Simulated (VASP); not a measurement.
An input for Ansatz (written as the equivalent of a VASP run, and not itself run):

Ansatz 0.2 input:
```yaml
crystal:
  lattice:
    - [0.0000000, 2.8187183, 2.8187183]
    - [2.8187183, 0.0000000, 2.8187183]
    - [2.8187183, 2.8187183, 0.0000000]
  atoms:
    - { symbol: Al, position: [0.0000000, 0.0000000, 0.0000000] }
    - { symbol: As, position: [0.2500000, 0.2500000, 0.2500000] }
kpoints:
  mp_grid: { grid: [7, 7, 7] }
hamiltonian:
  xc: lda
  pseudopotentials: { kind: paw }
scf:
  occupations: { method: gaussian, width: 0.05 }
  max_iter: 100
relax:
  max_steps: 30
  f_tol: 0.001
output: { forces: true, stress: true, eigenvalues: true }
```

**Question.** Write the VASP files for the same calculation (LDA).

**Answer.** Several could match; the one computed here: 
**KPOINTS**
```
Automatic mesh
0
Gamma
7 7 7
0 0 0
```

**POSCAR**
```
AlAs
1
   -0.0000000000     2.8187182666     2.8187182666
    2.8187182666    -0.0000000000     2.8187182666
    2.8187182666     2.8187182666     0.0000000000
Al As
1 1
Direct
  0.0000000000   0.0000000000   0.0000000000
  0.2500000000   0.2500000000   0.2500000000
```

**INCAR**
```
# general
SYSTEM  = AlAs
PREC    = Accurate
ENCUT   = 400
LREAL   = .False.
LASPH   = .True.

# electronic loop
EDIFF   = 1E-8
NELM    = 100
ALGO    = Normal
LMAXMIX = 4

# smearing
ISMEAR  = 0
SIGMA   = 0.05

# ions
IBRION  = 1
NSW     = 30
ISIF    = 2
EDIFFG  = -0.001

# output
LWAVE   = .False.
LCHARG  = .False.
```

POTCAR, in this order: Al As (LDA.64 set). Program: vasp_std.

Limits of the translation: each code has its own PAW files, so the cut-off isn't converted (ENCUT is set for VASP's; basis.ecutwfc is left out, and Ansatz then takes the one that its files recommend); Ansatz stops its SCF on the density residual and VASP on the energy change (EDIFF); Ansatz's lda is the Perdew-Wang form, while the LDA potentials of VASP carry Perdew-Zunger's.

The compound is AlAs in the zinc blende structure. It was relaxed first. The start is the result of an earlier pass.
